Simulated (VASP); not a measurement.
The system is Hg2H3Br.

```
CELL_PARAMETERS angstrom
5.86417 0.00000 0.00000
-2.93209 5.07852 0.00000
0.00000 0.00000 3.53971
ATOMIC_POSITIONS crystal
Hg 0.33333 0.66667 0.00000
Hg 0.66667 0.33333 0.00000
H 0.50000 0.00000 0.50000
H 0.50000 0.50000 0.50000
H 0.00000 0.50000 0.50000
Br 0.00000 0.00000 0.00000
```

The cell was built by a generator and needn't be a form met in nature.

The cell isn't the ideal one: species swapped into the YCo3B2 type (P6/mmm, No. 191).

* Program: VASP 6.6.1
* Task: relaxation of cell and atoms
* Functional: PBE
* Potentials or basis: VASP PAW PBE potentials, release 64 (Hg, H, Br)
* Cutoff: 600 eV
* k mesh: 3 × 3 × 6
* Occupations: gaussian, width 0.1 eV
* Spin: no spin polarisation

At the start: pressure -6.6 GPa; volume 17.57 Å³/atom.

Question: How do energy, volume and symmetry change on relaxing?

Answer: Over 12 steps the energy falls by 145.6 meV/atom and the volume is 14.78 Å³/atom (-15.9 %); space group P6/mmm (No. 191, to 0.05 Å).

The path:
```csv
step,energy change (eV),largest force (eV/Å),pressure (GPa),volume (Å³)
1,0.0000,0.0000,-6.63,105.42
2,-0.4624,0.0000,-3.90,94.66
3,-0.6280,0.0000,0.02,87.07
4,-0.6334,0.0000,1.29,85.35
5,-0.6335,0.0000,1.01,85.72
6,-0.6839,0.0000,0.91,86.21
7,-0.8632,0.0000,0.54,87.39
8,-0.5523,0.0000,5.61,88.47
9,-0.8691,0.0000,0.90,87.68
10,-0.8713,0.0000,0.75,87.59
11,-0.8728,0.0000,-0.39,89.37
12,-0.8738,0.0000,0.00,88.68
```

Final structure:
```xyz
6
Lattice="5.9149 0.0000 0.0000 -2.9574 5.1224 0.0000 0.0000 0.0000 2.9268" Properties=species:S:1:pos:R:3 pbc="T T T"
Hg    0.0000    3.4150    0.0000
Hg    2.9574    1.7075    0.0000
H     2.9574    0.0000    1.4634
H     1.4787    2.5612    1.4634
H    -1.4787    2.5612    1.4634
Br    0.0000    0.0000    0.0000
```

Caveat: the k mesh is coarse (spacing up to 0.41 Å⁻¹), so the values aren't converged; the volume moved by over 15 % at a fixed basis, so the end points are rough.
